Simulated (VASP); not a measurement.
# CrN in VASP: work function with PBE

Aim: the work function of CrN with PBE.

Everything below comes from runs of VASP 6.6.1. Logs are shortened: lines on timing, memory, paths and dates and some standing lists are left out, and cuts for length are marked.

## 1. Starting point

The cell holds a sheet with vacuum, 2 atoms: a = 2.724 Å, b = 2.724 Å, c = 23.800 Å, α = 90.00°, β = 90.00°, γ = 90.00°.

The cell was built by a generator and needn't be a form met in nature.

## 2. Work function, PBE, collinear spin, ferromagnetic start

INCAR

```
PREC = Accurate
ENCUT = 520
EDIFF = 1E-6
ISMEAR = 0
SIGMA = 0.05
LREAL = False
LASPH = True
NELM = 120
ALGO = Normal
ISIF = 2
LWAVE = False
LCHARG = True
ISPIN = 2
MAGMOM = 3 0
LORBIT = 11
LMAXMIX = 4
LDIPOL = True
IDIPOL = 3
DIPOL = 0.5 0.5 0.294
GGA = PE
LELF = True
LVHAR = True
LVACPOTAV = True
```

KPOINTS

```
Automatic mesh
0
Gamma
  10 10 1
```

POSCAR

```
CrN
1.0
    2.7241200000      0.0000000000      0.0000000000
    0.0000000000      2.7241200000      0.0000000000
    0.0000000000      0.0000000000     23.8000000000
Cr N
1 1
Direct
    0.5000000000      0.5000000000      0.2941200000
    0.0000000000      0.0000000000      0.2941200000
```

Potentials or basis: VASP PAW PBE potentials, release 64 (Cr_pv, N).

Command:

```
cat potpaw_PBE.64/Cr_pv/POTCAR potpaw_PBE.64/N/POTCAR > POTCAR
mpirun -np 1 vasp_std > vasp.out
```

OUTCAR:

```text
PREC = Accurate
   ENCUT = 520
   EDIFF = 1E-6
   ISMEAR = 0
   LREAL = False
   LASPH = True
   NELM = 120
   ISIF = 2
   ISPIN = 2
   LORBIT = 11
   GGA = PE

 ion  position               nearest neighbor table
   1  0.500  0.500  0.294-   2 1.93   2 1.93   2 1.93   2 1.93
   2  0.000  0.000  0.294-   1 1.93   1 1.93   1 1.93   1 1.93

  LATTYP: Found a simple tetragonal cell.
 ALAT       =     2.7241200000
 C/A-ratio  =     8.7367663686

  Lattice vectors:

 A1 = (   2.7241200000,   0.0000000000,   0.0000000000)
 A2 = (   0.0000000000,   2.7241200000,   0.0000000000)
 A3 = (   0.0000000000,   0.0000000000,  23.8000000000)

Analysis of symmetry for initial positions (statically):
=====================================================================
 Subroutine PRICEL returns:
 Original cell was already a primitive cell.

 Routine SETGRP: Setting up the symmetry group for a
 simple tetragonal supercell.

 Subroutine GETGRP returns: Found 16 space group operations
 (whereof  8 operations were pure point group operations)
 out of a pool of 16 trial point group operations.

The static configuration has the point symmetry C_4v.
 The point group associated with its full space group is D_4h.

Analysis of symmetry for dynamics (positions and initial velocities):
=====================================================================
 Subroutine PRICEL returns:
 Original cell was already a primitive cell.

 Routine SETGRP: Setting up the symmetry group for a
 simple tetragonal supercell.

 Subroutine GETGRP returns: Found 16 space group operations
 (whereof  8 operations were pure point group operations)
 out of a pool of 16 trial point group operations.

The dynamic configuration has the point symmetry C_4v.
 The point group associated with its full space group is D_4h.

Analysis of structural, dynamic, and magnetic symmetry:
=====================================================================
 Subroutine PRICEL returns:
 Original cell was already a primitive cell.

 Routine SETGRP: Setting up the symmetry group for a
 simple tetragonal supercell.

 Subroutine GETGRP returns: Found 16 space group operations
 (whereof  8 operations were pure point group operations)
 out of a pool of 16 trial point group operations.

The overall configuration has the point symmetry C_4v.
 The point group associated with its full space group is D_4h.

 Subroutine INISYM returns: Found 16 space group operations
[... 149 lines left out ...]
 cond. band min:      -2.3374448528   @ k =   0.5000   0.3000   0.0000
 fundamental gap:      0.0638101465
 Fermi energy:        -2.3645605476

 spin component 1

 k-point     1 :       0.0000    0.0000    0.0000
  band No.  band energies     occupation
      1     -47.1307      1.00000
      2     -47.1307      1.00000
      3     -47.0934      1.00000
      4     -18.7667      1.00000
      5      -6.7987      1.00000
      6      -6.1744      1.00000
      7      -4.6542      1.00000
      8      -4.1123      1.00000
      9      -4.1123      1.00000
     10      -3.4344      1.00000
     11      -3.4344      1.00000
     12      -3.3824      1.00000
     13       0.5116      0.00000
     14       0.5774      0.00000
[... 325 lines left out ...]
  band No.  band energies     occupation
      1     -47.3692      1.00000
      2     -47.3692      1.00000
      3     -47.0421      1.00000
      4     -17.4657      1.00000
      5      -7.0894      1.00000
      6      -7.0894      1.00000
      7      -4.7820      1.00000
      8      -4.7820      1.00000
      9      -4.2026      1.00000
     10      -3.5381      1.00000
     11      -2.2799      0.00829
     12      -0.3573      0.00000
     13       2.7949      0.00000
     14       5.7662      0.00000
 Fermi energy:        -2.3645605476

 spin component 2

 k-point     1 :       0.0000    0.0000    0.0000
  band No.  band energies     occupation
      1     -45.1037      1.00000
      2     -45.1037      1.00000
      3     -44.1160      1.00000
      4     -18.8039      1.00000
      5      -6.7494      1.00000
      6      -4.6793      1.00000
      7      -4.2096      1.00000
      8      -4.2096      1.00000
      9      -2.6203      1.00000
     10      -1.8425      0.00000
     11      -0.9556      0.00000
     12      -0.9556      0.00000
     13       0.7430      0.00000
     14       1.0637      0.00000
[... 326 lines left out ...]
      1     -45.3648      1.00000
      2     -45.3648      1.00000
      3     -44.0571      1.00000
      4     -17.5415      1.00000
      5      -7.0127      1.00000
      6      -7.0127      1.00000
      7      -4.5292      1.00000
      8      -2.5978      1.00000
      9      -2.5978      1.00000
     10      -0.8666      0.00000
     11      -0.2946      0.00000
     12       1.0754      0.00000
     13       6.0174      0.00000
     14       7.3057      0.00000

------------------------ aborting loop because EDIFF is reached ----------------------------------------

  FORCE on cell =-STRESS in cart. coord.  units (eV):
  Direction    XX          YY          ZZ          XY          YZ          ZX
  --------------------------------------------------------------------------------------
  -------------------------------------------------------------------------------------
  Total       -0.1082409     -0.1082409     -0.0226603      0.0000000      0.0000000      0.0000000
  in kB       -0.9819122     -0.9819122     -0.2055643      0.0000000      0.0000000      0.0000000
  external PRESSURE =      -0.7231296 kB  Pullay stress =       0.0000000 kB

 VOLUME and BASIS-vectors are now :
 -----------------------------------------------------------------------------
  energy-cutoff  :      520.00
  volume of cell :      176.62
      direct lattice vectors                 reciprocal lattice vectors
     2.724120000  0.000000000  0.000000000     0.367091024  0.000000000  0.000000000
     0.000000000  2.724120000  0.000000000     0.000000000  0.367091024  0.000000000
     0.000000000  0.000000000 23.800000000     0.000000000  0.000000000  0.042016807

 POSITION                                       TOTAL-FORCE (eV/Angst)
 -----------------------------------------------------------------------------------
      1.36206      1.36206      7.00006         0.000000      0.000000      0.000000
      0.00000      0.00000      7.00006        -0.000000     -0.000000     -0.000000
 -----------------------------------------------------------------------------------
    total drift:                               -0.000000     -0.000000     -0.000254

  FREE ENERGIE OF THE ION-ELECTRON SYSTEM (eV)
  ---------------------------------------------------
  free  energy   TOTEN  =       -17.8576010298 eV

  energy  without entropy=      -17.8566036924  energy(sigma->0) =      -17.85710236

 vacuum level on the upper side and lower side of the slab         1.467         1.467

 total charge

# of ion       s       p       d       tot
------------------------------------------
    1        0.326   6.386   4.218  10.931
    2        1.265   2.468   0.000   3.732
--------------------------------------------------
tot          1.591   8.854   4.218  14.663

 magnetization (x)

# of ion       s       p       d       tot
------------------------------------------
    1        0.054   0.017   2.226   2.297
    2       -0.009  -0.120   0.000  -0.129
--------------------------------------------------
tot          0.045  -0.103   2.226   2.168
```

OSZICAR:

```text
N       E                     dE             d eps       ncg     rms          rms(c)
DAV:   1     0.109117535666E+03    0.10912E+03   -0.88211E+03  1536   0.920E+02
DAV:   2    -0.935568007622E+01   -0.11847E+03   -0.11257E+03  1564   0.246E+02
DAV:   3    -0.224235115637E+02   -0.13068E+02   -0.12644E+02  1608   0.748E+01
DAV:   4    -0.227542159535E+02   -0.33070E+00   -0.32677E+00  1368   0.127E+01
[... 26 lines left out ...]
DAV:  31    -0.178575860068E+02   -0.10625E-04   -0.75798E-07  1080   0.567E-03    0.247E-03
DAV:  32    -0.178575962777E+02   -0.10271E-04   -0.79704E-07  1098   0.442E-03    0.117E-03
DAV:  33    -0.178575992170E+02   -0.29393E-05   -0.16224E-07   998   0.202E-03    0.121E-03
DAV:  34    -0.178576003067E+02   -0.10897E-05   -0.10316E-07  1032   0.179E-03    0.384E-04
DAV:  35    -0.178576010298E+02   -0.72314E-06   -0.35344E-08  1050   0.116E-03
   1 F= -.17857601E+02 E0= -.17857102E+02  d E =-.997337E-03  mag=     2.3728
```

Wall time 4.1 min (1 thread of AMD EPYC 7R43 (Zen 3), shared host); peak memory 0.32 GiB.

Results:

```yaml
Free_energy: -17.8576 eV
Band_gap_on_the_k_mesh: none (metal or under the smearing width)
Net_moment: 2.37 μB per cell
Site_moments: Cr +2.30; N -0.13 μB
Valence_electrons_inside_the_program's_atomic_spheres: Cr 10.93; N 3.73
Work_function_of_the_upper_face: 3.83 eV
Work_function_of_the_lower_face: 3.83 eV
```

Levels at points of the mesh, in eV from the Fermi level:
Spin up:
```tsv
k point	band 7	band 8	band 9	band 10	band 11	band 12	band 13	band 14
(0.00, 0.00, 0.00)	-2.29	-1.75	-1.75	-1.07	-1.07	-1.02	2.88	2.94
(0.50, 0.00, 0.00)	-5.27	-1.44	-0.88	0.40	1.61	4.31	5.16	5.61
(0.50, 0.50, 0.00)	-2.42	-2.42	-1.84	-1.17	0.08	2.01	5.16	8.13
```
Spin down:
```csv
k point,band 3,band 4,band 5,band 6,band 7,band 8,band 9,band 10,band 11,band 12
"(0.00, 0.00, 0.00)",-41.75,-16.44,-4.38,-2.31,-1.85,-1.85,-0.26,0.52,1.41,1.41
"(0.50, 0.00, 0.00)",-41.72,-14.46,-7.51,-5.51,-4.64,1.01,1.65,2.12,3.11,5.34
"(0.50, 0.50, 0.00)",-41.69,-15.18,-4.65,-4.65,-2.16,-0.23,-0.23,1.50,2.07,3.44
```

Caveat: only a ferromagnetic start was run, and an antiferromagnetic order may lie lower in energy. With open d or f shells a metallic result of PBE can be an artefact of self-interaction; +U or a hybrid may open a gap.

## 3. The reference run

An earlier run on the cell as given: functional PBE; potentials or basis VASP PAW PBE potentials, release 64 (Cr_pv, N); cutoff 520 eV; k mesh 10 × 10 × 1; occupations fermi-dirac, width 0.05 eV; collinear spin, ferromagnetic start; starting moments [3.0, 0.0] μB.

- Band gap on the k mesh: none (metal or under the smearing width)
- Net moment: 2.39 μB per cell
- Site moments: Cr +2.31; N -0.13 μB
- Valence electrons inside the program's atomic spheres: Cr 10.93; N 3.73
